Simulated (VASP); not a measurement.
Level of theory: revPBE GGA, VASP's PBE PAW potentials (set 64) (plane waves; VASP).

A VASP calculation is set up with these files.

**POSCAR**
```
MgH2
1
    4.4449635497     0.0000000000     0.0000000000
    0.0000000000     4.4449635497     0.0000000000
    0.0000000000     0.0000000000     2.9670950213
Mg H
2 4
Direct
  1.0000000000   0.0000000000   0.0000000000
  0.5000000000   0.5000000000   0.5000000000
  0.3042285126   0.3042285126   1.0000000000
  0.8042285126   0.1957714874   0.5000000000
  0.1957714874   0.8042285126   0.5000000000
  0.6957714874   0.6957714874   0.0000000000
```

**KPOINTS**
```
Automatic
0
gamma
 5 5 7
```

**INCAR**
```
# general
SYSTEM = MgH2
PREC   = Accurate
ENCUT  = 520
LREAL  = .FALSE.
LASPH  = .TRUE.

# electronic loop
EDIFF  = 1E-7
NELM   = 100
ALGO   = Normal

# smearing
ISMEAR = 0
SIGMA  = 0.05

# functional
GGA    = RE

# ions
IBRION = 2
NSW    = 30
ISIF   = 4
EDIFFG = -0.01

# output
LWAVE  = .FALSE.
LCHARG = .FALSE.
```

POTCAR, in this order: Mg H (PBE.64 set). Program: vasp_std.

The resulting files:

### OUTCAR
```
 ion  position               nearest neighbor table
   1  0.000  0.000  0.000-   3 1.91   6 1.91   5 1.93   4 1.93   4 1.93   5 1.93   2 3.48   2 3.48
                             2 3.48   2 3.48   2 3.48   2 3.48   2 3.48   2 3.48
   2  0.500  0.500  0.500-   4 1.91   5 1.91   3 1.93   6 1.93   3 1.93   6 1.93   1 3.48   1 3.48
                             1 3.48   1 3.48   1 3.48   1 3.48   1 3.48   1 3.48
   3  0.304  0.304  0.000-   1 1.91   2 1.93   2 1.93
   4  0.804  0.196  0.500-   2 1.91   1 1.93   1 1.93
   5  0.196  0.804  0.500-   2 1.91   1 1.93   1 1.93
   6  0.696  0.696  0.000-   1 1.91   2 1.93   2 1.93
  LATTYP: Found a simple tetragonal cell.
 ALAT       =     4.4449635497
 C/A-ratio  =     0.6675184145
 Subroutine PRICEL returns:
 Original cell was already a primitive cell.
 Subroutine GETGRP returns: Found 16 space group operations
The static configuration has the point symmetry D_2h.
 The point group associated with its full space group is D_4h.
The dynamic configuration has the point symmetry D_2h.
 Subroutine INISYM returns: Found 16 space group operations
 Subroutine IBZKPT returns following result:
 Found     24 irreducible k-points:

 Following reciprocal coordinates:
            Coordinates               Weight
  0.000000  0.000000  0.000000      1.000000
  0.200000  0.000000  0.000000      4.000000
  0.400000  0.000000  0.000000      4.000000
  0.200000  0.200000  0.000000      4.000000
  0.400000  0.200000  0.000000      8.000000
  0.400000  0.400000  0.000000      4.000000
  0.000000  0.000000  0.142857      2.000000
  0.200000  0.000000  0.142857      8.000000
  0.400000  0.000000  0.142857      8.000000
  0.200000  0.200000  0.142857      8.000000
  0.400000  0.200000  0.142857     16.000000
  0.400000  0.400000  0.142857      8.000000
  0.000000  0.000000  0.285714      2.000000
  0.200000  0.000000  0.285714      8.000000
  0.400000  0.000000  0.285714      8.000000
  0.200000  0.200000  0.285714      8.000000
...
```

File OSZICAR:
```
       N       E                     dE             d eps       ncg     rms          rms(c)
DAV:   1     0.111102304625E+01    0.11110E+01   -0.32850E+03   392   0.762E+02
DAV:   2    -0.180553557394E+02   -0.19166E+02   -0.18174E+02   504   0.834E+01
DAV:   3    -0.186067322029E+02   -0.55138E+00   -0.55138E+00   584   0.199E+01
DAV:   4    -0.186075223377E+02   -0.79013E-03   -0.79013E-03   472   0.697E-01
DAV:   5    -0.186075275270E+02   -0.51893E-05   -0.51893E-05   600   0.475E-02    0.679E+00
DAV:   6    -0.176800416218E+02    0.92749E+00   -0.68094E-01   384   0.515E+00    0.354E+00
DAV:   7    -0.173535593017E+02    0.32648E+00   -0.96592E-01   400   0.678E+00    0.508E-01
DAV:   8    -0.173655570106E+02   -0.11998E-01   -0.25257E-02   432   0.129E+00    0.863E-02
DAV:   9    -0.173655180532E+02    0.38957E-04   -0.62495E-04   568   0.203E-01    0.218E-02
DAV:  10    -0.173655706229E+02   -0.52570E-04   -0.12401E-04   456   0.972E-02    0.108E-02
DAV:  11    -0.173655689978E+02    0.16252E-05   -0.67703E-06   456   0.170E-02    0.198E-03
DAV:  12    -0.173655691636E+02   -0.16580E-06   -0.36034E-07   528   0.538E-03    0.264E-04
DAV:  13    -0.173655691799E+02   -0.16344E-07   -0.14686E-08   280   0.105E-03
   1 F= -.17365569E+02 E0= -.17365569E+02  d E =-.173656E+02
       N       E                     dE             d eps       ncg     rms          rms(c)
DAV:   1    -0.173662371643E+02   -0.66800E-03   -0.49501E-03   504   0.536E-01    0.309E-02
DAV:   2    -0.173662364007E+02    0.76361E-06   -0.29494E-05   400   0.475E-02    0.192E-02
DAV:   3    -0.173662363869E+02    0.13802E-07   -0.16120E-05   456   0.268E-02    0.206E-03
DAV:   4    -0.173662365754E+02   -0.18850E-06   -0.33705E-07   424   0.460E-03    0.101E-03
DAV:   5    -0.173662366912E+02   -0.11584E-06   -0.10300E-07   416   0.238E-03    0.127E-04
DAV:   6    -0.173662366917E+02   -0.46556E-09   -0.30976E-09   200   0.502E-04
   2 F= -.17366237E+02 E0= -.17366237E+02  d E =-.667512E-03
       N       E                     dE             d eps       ncg     rms          rms(c)
DAV:   1    -0.173668503585E+02   -0.61367E-03   -0.32644E-02   504   0.137E+00    0.792E-02
DAV:   2    -0.173668477912E+02    0.25673E-05   -0.19398E-04   400   0.122E-01    0.492E-02
DAV:   3    -0.173668503309E+02   -0.25397E-05   -0.10517E-04   456   0.687E-02    0.526E-03
DAV:   4    -0.173668513239E+02   -0.99300E-06   -0.22133E-06   408   0.117E-02    0.252E-03
DAV:   5    -0.173668519117E+02   -0.58779E-06   -0.63327E-07   432   0.592E-03    0.323E-04
DAV:   6    -0.173668519240E+02   -0.12229E-07   -0.19974E-08   248   0.127E-03
   3 F= -.17366852E+02 E0= -.17366852E+02  d E =-.128274E-02
       N       E                     dE             d eps       ncg     rms          rms(c)
DAV:   1    -0.173668607630E+02   -0.88513E-05   -0.36439E-04   504   0.145E-01    0.835E-03
DAV:   2    -0.173668608362E+02   -0.73193E-07   -0.21777E-06   400   0.129E-02    0.519E-03
DAV:   3    -0.173668610094E+02   -0.17321E-06   -0.11747E-06   448   0.726E-03    0.556E-04
DAV:   4    -0.173668610032E+02    0.62051E-08   -0.23137E-08   192   0.123E-03
   4 F= -.17366861E+02 E0= -.17366861E+02  d E =-.129182E-02
       N       E                     dE             d eps       ncg     rms          rms(c)
DAV:   1    -0.173669048939E+02   -0.43884E-04   -0.12982E-03   384   0.345E-01    0.986E-03
DAV:   2    -0.173669043196E+02    0.57433E-06   -0.76299E-06   432   0.264E-02    0.580E-03
DAV:   3    -0.173669037804E+02    0.53916E-06   -0.13835E-06   480   0.673E-03    0.359E-04
DAV:   4    -0.173669037797E+02    0.72576E-09   -0.19834E-08   224   0.125E-03
   5 F= -.17366904E+02 E0= -.17366904E+02  d E =-.427765E-04
```

**OUTCAR**
```
------------------------ aborting loop because EDIFF is reached ----------------------------------------
  FORCE on cell =-STRESS in cart. coord.  units (eV):
  Direction    XX          YY          ZZ          XY          YZ          ZX
  --------------------------------------------------------------------------------------
  Total        1.2909331      1.2909331      1.2983279      0.0000000      0.0000000      0.0000000
  in kB       35.2814516     35.2814516     35.4835532      0.0000000      0.0000000      0.0000000
  external PRESSURE =      35.3488188 kB  Pullay stress =       0.0000000 kB
  volume of cell :       58.62
      direct lattice vectors                 reciprocal lattice vectors
     4.429569414  0.000000000  0.000000000     0.225755577  0.000000000  0.000000000
    -0.000000000  4.429569414  0.000000000    -0.000000000  0.225755577  0.000000000
     0.000000000  0.000000000  2.987754018     0.000000000  0.000000000  0.334699575
 POSITION                                       TOTAL-FORCE (eV/Angst)
 -----------------------------------------------------------------------------------
      4.42957      4.42957      0.00000        -0.000000     -0.000000      0.000000
      2.21478      2.21478      1.49388        -0.000000     -0.000000      0.000000
      1.34714      1.34714      2.98775         0.005493      0.005493     -0.000000
      3.56192      0.86765      1.49388         0.005493     -0.005493      0.000000
      0.86765      3.56192      1.49388        -0.005493      0.005493     -0.000000
      3.08243      3.08243      0.00000        -0.005493     -0.005493      0.000000
 -----------------------------------------------------------------------------------
    total drift:                               -0.000000      0.000000     -0.000000
  FREE ENERGIE OF THE ION-ELECTRON SYSTEM (eV)
  ---------------------------------------------------
  free  energy   TOTEN  =       -17.3669037797 eV

  energy  without entropy=      -17.3669037797  energy(sigma->0) =      -17.36690378

 reached required accuracy - stopping structural energy minimisation
```
(Selected blocks of OUTCAR.)

File CONTCAR:
```
MgH2
   1.00000000000000
     4.4295694144458686    0.0000000000000000    0.0000000000000000
    -0.0000000000000000    4.4295694144458686    0.0000000000000000
     0.0000000000000000    0.0000000000000000    2.9877540184719629
  Mg              H
     2     4
Direct
     1.0000000000000000    1.0000000000000000    0.0000000000000000
     0.5000000000000000    0.5000000000000000    0.5000000000000000
     0.3041239422824146    0.3041239422824146    1.0000000000000000
     0.8041239422824145    0.1958760577175855    0.5000000000000000
     0.1958760577175855    0.8041239422824145    0.5000000000000000
     0.6958760577175855    0.6958760577175855    0.0000000000000000
```

**OUTCAR**
```
 val. band max:       -0.3547882648   @ k =   0.2000   0.0000   0.0000

 cond. band min:       3.7263572632   @ k =   0.4000   0.4000   0.4286


 Fermi energy:        -0.0941057435

 k-point     1 :       0.0000    0.0000    0.0000
  band No.  band energies     occupation
      1      -6.9380      2.00000
      2      -1.7981      2.00000
      3      -1.7981      2.00000
      4      -0.7197      2.00000
      5       4.4848      0.00000
      6       4.9914      0.00000
      7       9.2421      0.00000
      8       9.2421      0.00000

 k-point     2 :       0.2000    0.0000    0.0000
  band No.  band energies     occupation
      1      -6.6635      2.00000
      2      -2.9641      2.00000
      3      -1.6183      2.00000
      4      -0.3548      2.00000
      5       4.6296      0.00000
      6       5.7854      0.00000
      7       7.6149      0.00000
      8       9.8590      0.00000

 k-point     3 :       0.4000    0.0000    0.0000
  band No.  band energies     occupation
      1      -5.8546      2.00000
      2      -4.5670      2.00000
      3      -1.1328      2.00000
      4      -0.5570      2.00000
      5       4.8308      0.00000
      6       5.8783      0.00000
      7       8.4618      0.00000
      8      11.0890      0.00000

 k-point     4 :       0.2000    0.2000    0.0000
  band No.  band energies     occupation
      1      -6.3927      2.00000
      2      -3.0258      2.00000
      3      -2.3691      2.00000
      4      -0.3985      2.00000
      5       5.3150      0.00000
      6       5.9806      0.00000
      7       8.0290      0.00000
      8       9.8274      0.00000

 k-point     5 :       0.4000    0.2000    0.0000
  band No.  band energies     occupation
      1      -5.5970      2.00000
      2      -4.3463      2.00000
      3      -1.9801      2.00000
      4      -1.1173      2.00000
      5       5.8309      0.00000
      6       6.7514      0.00000
      7       8.7820      0.00000
...
```

The compound is MgH2 in the rutile structure. This cell is one point of a volume scan, at 0.94 of the reference volume. Symmetry was kept, so distortions that lower it aren't found.
